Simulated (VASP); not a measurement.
Runs of VASP 6.6.1 on GaAs. The structure is cubic, space group F-43m (No. 216). Conventional cell: a = 5.690 Å, b = 5.690 Å, c = 5.690 Å, α = 90.00°, β = 90.00°, γ = 90.00°. Ga (site symmetry -43m) is surrounded by 4 As at 2.46 Å. As (site symmetry -43m) has 4 Ga at 2.46 Å as nearest neighbours. The cell was built by a generator and isn't the measured one.

```tsv
level	potentials or basis	further INCAR settings	pressure (GPa)	moment (μB)
r2SCAN	VASP PAW PBE potentials, release 64 (Ga_d, As)	ALGO = Normal; EDIFF = 1e-07	(a)	0.00
PBE	VASP PAW PBE potentials, release 64 (Ga_d, As)	ALGO = Fast; EDIFF = 1e-07	2.0	0.00
LDA	VASP PAW LDA potentials, release 64 (Ga_d, As)	ALGO = Fast; EDIFF = 1e-07	-2.9	0.00
TB-mBJ	VASP PAW PBE potentials, release 64 (Ga_d, As)	ALGO = Normal; EDIFF = 1e-07	-	0.00
```

Alike in all rows: task single point; spin non-collinear, zero start, SOC; cell as given; k mesh 8 × 8 × 8; cutoff (eV) 520; smearing gaussian 0.02 eV.

Question: Estimate the missing entries.

Answer: (a) -0.8.

Caveats: the PAW data sets were made with another functional, which shifts forces and pressure a little (some runs).

Not every run made on this cell is shown here.
